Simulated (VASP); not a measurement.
A cell of CdSe (zinc blende) near equilibrium:

```xyz
2
Lattice="0.0000 3.0957 3.0957 3.0957 0.0000 3.0957 3.0957 3.0957 0.0000" Properties=species:S:1:pos:R:3 pbc="T T T"
Cd     6.1913     6.1913     6.1913
Se     1.5478     1.5478     1.5478
```

Level of theory: PBE GGA, VASP's PBE PAW potentials (set 64) (plane waves; VASP 6.6.1).

| run | ΔE (meV/atom) | σxx | σyy | σzz | largest shear component, with its sign (GPa) | gap (eV) |
|---|---|---|---|---|---|---|
| as it is | 0.0 | 0.32 | 0.32 | 0.32 | 0.00 | 0.50 |
| after one change | 25.1 | -3.02 | -3.02 | -3.02 | 0.00 | 0.31 |
Stress is in GPa, positive when the cell is compressed; gaps are those on the k-mesh, and 0.00 means metallic.

Task: Name the change that produced these shifts.
(A) isotropic strain of +3.0 %
(B) biaxial strain of -2.0 % in the xy plane
(C) biaxial strain of -1.0 % in the xy plane
(D) shear strain γ_xy = +3.0 %

Result: A, isotropic strain of +3.0 %

The compound is CdSe in the zinc blende structure, whereas wurtzite is the usual form.
